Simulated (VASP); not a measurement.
Output of a VASP run:

### OSZICAR
```
       N       E                     dE             d eps       ncg     rms          rms(c)
DAV:   1     0.912886716987E+02    0.91289E+02   -0.10357E+04   680   0.109E+03
DAV:   2    -0.950404173996E+01   -0.10079E+03   -0.99417E+02   662   0.270E+02
DAV:   3    -0.129487618720E+02   -0.34447E+01   -0.31990E+01   710   0.448E+01
DAV:   4    -0.130082946456E+02   -0.59533E-01   -0.59499E-01   602   0.633E+00
DAV:   5    -0.130091452589E+02   -0.85061E-03   -0.85061E-03   662   0.879E-01    0.937E+00
DAV:   6    -0.124215403040E+02    0.58760E+00   -0.38684E+00   608   0.129E+01    0.294E+00
DAV:   7    -0.123785730816E+02    0.42967E-01   -0.25436E-01   590   0.322E+00    0.196E+00
DAV:   8    -0.123700494273E+02    0.85237E-02   -0.46785E-02   668   0.139E+00    0.499E-01
DAV:   9    -0.123701454874E+02   -0.96060E-04   -0.81754E-04   734   0.235E-01    0.324E-01
DAV:  10    -0.123701594582E+02   -0.13971E-04   -0.60387E-04   632   0.238E-01    0.487E-02
DAV:  11    -0.123701585161E+02    0.94208E-06   -0.43830E-05   608   0.601E-02    0.116E-02
DAV:  12    -0.123701563103E+02    0.22058E-05   -0.21830E-06   430   0.112E-02    0.139E-03
DAV:  13    -0.123701560630E+02    0.24731E-06   -0.17408E-07   280   0.449E-03
   1 F= -.12370156E+02 E0= -.12365212E+02  d E =-.988768E-02
```

OUTCAR:
```
------------------------ aborting loop because EDIFF is reached ----------------------------------------
  FORCE on cell =-STRESS in cart. coord.  units (eV):
  Direction    XX          YY          ZZ          XY          YZ          ZX
  --------------------------------------------------------------------------------------
  Total       -5.3457530     -5.3457530     -5.3457530      0.0000000     -0.0000000     -0.0000000
  in kB     -156.3433748   -156.3433748   -156.3433748      0.0000000     -0.0000000     -0.0000000
  external PRESSURE =    -156.3433748 kB  Pullay stress =       0.0000000 kB
  volume of cell :       54.78
      direct lattice vectors                 reciprocal lattice vectors
     0.000000000  3.014417000  3.014417000    -0.165869553  0.165869553  0.165869553
     3.014417000  0.000000000  3.014417000     0.165869553 -0.165869553  0.165869553
     3.014417000  3.014417000  0.000000000     0.165869553  0.165869553 -0.165869553
 POSITION                                       TOTAL-FORCE (eV/Angst)
 -----------------------------------------------------------------------------------
      0.00000      0.00000      0.00000        -0.000000      0.000000     -0.000000
      3.01442      3.01442      3.01442         0.000000     -0.000000      0.000000
 -----------------------------------------------------------------------------------
    total drift:                                0.000000      0.000000      0.000000
  FREE ENERGIE OF THE ION-ELECTRON SYSTEM (eV)
  ---------------------------------------------------
  free  energy   TOTEN  =       -12.3701560630 eV

  energy  without entropy=      -12.3602683862  energy(sigma->0) =      -12.36521222
```
(Selected blocks of OUTCAR.)

POSCAR:
```
TeW
1
    0.0000000000     3.0144170000     3.0144170000
    3.0144170000     0.0000000000     3.0144170000
    3.0144170000     3.0144170000     0.0000000000
Te W
1 1
Direct
  0.0000000000   0.0000000000   0.0000000000
  0.5000000000   0.5000000000   0.5000000000
```

Task: Reconstruct the remaining input files.

Result: Several could match; the one computed here: the input of the run itself, PBE GGA, plane waves, VASP's PBE PAW potentials (set 64).

### KPOINTS
```
kpoints
0
Gamma
7 7 7
0 0 0
```

### INCAR
```
ALGO = Normal
EDIFF = 1E-6
ENCUT = 400
GGA = PE
ISIF = 2
ISMEAR = 0
LASPH = .TRUE.
LCHARG = .FALSE.
LMAXMIX = 6
LREAL = .FALSE.
LWAVE = .FALSE.
NELM = 100
PREC = Accurate
SIGMA = 0.05
SYSTEM = TeW
```

POTCAR, in this order: Te W_sv (PBE.64 set). Program: vasp_std.

The structure was generated: TeW was put into the rocksalt type (Fm-3m), which need not be its known phase. The cell was not relaxed at this level.
